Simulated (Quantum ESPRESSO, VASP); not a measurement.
WS2 (P6_3/mmc, 6 atoms in the cell) computed with different codes at matched settings

Self-consistent single point.

```yaml
crystal:
  lattice:
    - [3.15000, 0.00000, 0.00000]
    - [-1.57500, 2.72798, 0.00000]
    - [0.00000, 0.00000, 12.32000]
  atoms:
    - { symbol: W, position: [0.33333, 0.66667, 0.25000] }
    - { symbol: W, position: [0.66667, 0.33333, 0.75000] }
    - { symbol: S, position: [0.33333, 0.66667, 0.87800] }
    - { symbol: S, position: [0.66667, 0.33333, 0.37800] }
    - { symbol: S, position: [0.66667, 0.33333, 0.12200] }
    - { symbol: S, position: [0.33333, 0.66667, 0.62200] }
```

All programs got the same cell, k-point mesh and kind of occupations (in Quantum ESPRESSO's words: occupations = smearing; smearing = fd; degauss = 0.00147 Ry; K_POINTS = automatic 7 7 2 0 0 0); potentials, basis and cutoffs are each program's usual ones.

```json
[
 {"code": "Quantum ESPRESSO", "model": "PBE, SSSP 1.1.2 efficiency (PBE) pseudopotentials", "pressure (GPa)": "3.21", "largest force (eV/Å)": "0.047", "cutoff": "40 Ry"},
 {"code": "VASP", "model": "PBE, VASP's PBE PAW potentials (set 64)", "pressure (GPa)": "3.52", "largest force (eV/Å)": "0.023", "cutoff": "300 eV"}
]
```

The spread over the programs that give each value: pressure within 0.31 GPa; largest force within 0.024 eV/Å.

The starting cell has typed, rounded lattice constants, without a prior relaxation at this level. On Quantum ESPRESSO's run: Spin-orbit coupling is off. Spin polarisation is off. With a pressure of about 3 GPa the cell is away from its equilibrium volume at this level.

Why do the programs differ, and what cannot be compared?

Differences of this kind can come from the potentials, where these differ, and from what each basis and cutoff leave unconverged. The zero of total energies and Fermi levels follows the potentials and each program's conventions, so they are not compared here.

This mesh misses zone-boundary points where a band edge of such crystals can lie, so no gaps are given.

VASP's run is marked for a possible Pulay error in its stress at this cutoff; no cutoff test was made.

Left out of this page: Ansatz, ABINIT, CP2K, Elk, FLEUR and SIESTA (not drawn, or without a comparable value); GPAW (failed or unconverged).
